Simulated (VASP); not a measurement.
Consider the following.

```
CELL_PARAMETERS angstrom
      1.58475    -2.74487     0.00000
      1.58475     2.74487     0.00000
      0.00000     0.00000     5.05264
ATOMIC_POSITIONS crystal
  Mg 0.33333 0.66667 0.25000
  Mg 0.66667 0.33333 0.75000
```

Level of theory: PBE GGA with D3 dispersion (zero damping), VASP's PBE PAW potentials (set 64) (plane waves; VASP). Run with 520 eV cut-off, Gaussian smearing of 0.050 eV, potentials Mg.

Question: Give the energies of bands 1 to 5 at the high-symmetry points, in eV from the Fermi level.

Answer: 
```
band      Γ      M      K      A      L     H
----  -----  -----  -----  -----  -----  ----
1     -7.15  -2.29  -0.76  -5.68  -1.20  0.11
2     -1.69  -2.27  -0.71  -5.68  -1.20  0.11
3     -1.10   2.73  -0.71   5.42  -0.49  0.60
4     10.97   3.05   4.21   5.42  -0.49  0.60
5     10.97   3.51   4.21  11.74   8.12  1.57
```

It has no gap at this level: it comes out as a metal or semimetal.

The compound is Mg in the hcp structure. It was relaxed first, which changed the volume by -5 %.
